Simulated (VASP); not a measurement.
RbAl2 under changes of volume

One of the cells (46.793 Å³/atom); the others are scaled copies at fixed shape and fractional positions:

```
Rb Al
1.0
     6.85610    0.00000    0.00000
     0.00000    6.85610    0.00000
     0.00000    0.00000    2.98642
Rb Al
1 2
Direct
  0.00000 0.00000 0.00000
  0.50000 0.00000 0.50000
  0.00000 0.50000 0.50000
```

The cell was built by a generator and needn't be a form met in nature.

* Program: VASP 6.6.1
* Functional: PBE
* Potentials or basis: VASP PAW PBE potentials, release 64 (Rb_sv, Al)
* Cutoff: 520 eV
* k mesh: 4 × 4 × 9
* Occupations: fermi-dirac, width 0.05 eV
* Spin: no spin polarisation

```tsv
volume (Å³/atom)	energy over the lowest point (meV/atom)	pressure (GPa)
43.123	9.06	0.9
44.041	4.74	0.6
44.958	1.87	0.4
46.793	0.00	0.0
47.711	?	?
48.628	2.49	-0.4
```

**Question.** What does the run at 47.711 Å³/atom give?

**Answer.** Energy over the lowest point 0.76 meV/atom; pressure -0.2 GPa.

Worked out: A Birch-Murnaghan fit of order 3 (a polynomial in V^(-2/3)) to the other rows has its minimum at 46.61 Å³/atom with B0 = V·E''(V) = 9.8 GPa and B' = 3.9 at fixed shape and positions, which overstates the stiffness. It gives 0.75 meV/atom at 47.711 Å³/atom, against the run's 0.76, and -dE/dV = -0.2 GPa, against -0.2.

Energies are extrapolated to zero smearing.
